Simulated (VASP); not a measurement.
# Equation of state of RbNiO2 under PBE

```yaml
crystal:
  lattice:
    - [0.00000, 4.22800, 4.22800]
    - [4.22800, 0.00000, 4.22800]
    - [4.22800, 4.22800, 0.00000]
  atoms:
    - { symbol: Rb, position: [0.75000, 0.75000, 0.75000] }
    - { symbol: Rb, position: [0.50000, 0.50000, 0.50000] }
    - { symbol: Ni, position: [0.25000, 0.25000, 0.25000] }
    - { symbol: Ni, position: [0.00000, 0.00000, 0.00000] }
    - { symbol: O, position: [0.12500, 0.62500, 0.12500] }
    - { symbol: O, position: [0.12500, 0.12500, 0.62500] }
    - { symbol: O, position: [0.62500, 0.12500, 0.12500] }
    - { symbol: O, position: [0.12500, 0.12500, 0.12500] }
```

The cell comes from a database or a generator and needn't be the stable form of this composition.

The cell was scaled at fixed shape and fractions and run with VASP, PBE PAW files Ni, O, Rb_sv, 520 eV; PBE, k mesh 6 × 6 × 6 on the cell of 8 atoms, fermi-dirac occupations of 0.05 eV, collinear spin, ferromagnetic start, no spin-orbit coupling. Energies are those that the program minimises, any entropy of the smearing included. For a metal such a mesh isn't converged to the digits shown. The magnetic state is the one that the start led to, which needn't be the lowest.

```tsv
V (Å³/atom)	energy over the lowest row (meV/atom)
17.7612	1.24
18.1391	0.00
18.5170	?
18.8949	7.65
19.2728	15.85
19.6507	26.55
20.0286	39.48
```

**Question.** Fit the third-order Birch-Murnaghan form, give V0, B0 and B′, and predict the energy left open.

**Answer.** With y = (V0/V)^(2/3), E = E0 + (9 V0 B0/16) [(y - 1)³ B′ + (y - 1)² (6 - 4y)]. Least squares through the rows shown give V0 = 18.0777 Å³/atom, E0 = -0.05 meV, B0 = 72.35 GPa (1 eV/Å³ = 160.218 GPa) and B′ = 4.40, with a largest miss of 0.01 meV. At V = 18.5170 the form with these constants gives 2.26 meV; the run gave 2.25 meV an atom.
